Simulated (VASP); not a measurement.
Input:

```yaml
crystal:
  lattice:
    - [2.20005, 1.27020, 7.19394]
    - [-2.20005, 1.27020, 7.19394]
    - [0.00000, -2.54040, 7.19394]
  atoms:
    - { symbol: Zn, position: [0.50119, 0.50119, 0.50119] }
    - { symbol: Hg, position: [0.99804, 0.99804, 0.99804] }
    - { symbol: Te, position: [0.86984, 0.86984, 0.86984] }
    - { symbol: Te, position: [0.38090, 0.38090, 0.38090] }
```

The numbers are results of LDA (Ceperley-Alder, Perdew-Zunger), VASP's LDA PAW potentials (set 64) (plane waves; VASP), not measurements. Settings: 400 eV cut-off, 9×9×9 Γ-centred mesh, tetrahedra with Blöchl corrections, potentials Zn Hg Te.

The cores are frozen, which limits the accuracy of field gradients.

Task: Give the principal components of the electric field gradient (V/Å²) and the asymmetry η at each nucleus.

Result: 
```tsv
atom	Vxx	Vyy	Vzz	η
Zn1	2.4	2.4	-4.8	0.00
Hg2	10.9	10.9	-21.7	0.00
Te3	-19.3	-19.3	38.6	0.00
Te4	0.2	0.2	-0.4	-
```

The structure comes from a computed database's ZnHgTe2 entry (R3m); how it stands against other phases isn't given here. It was relaxed first, which changed the volume by -9 %.
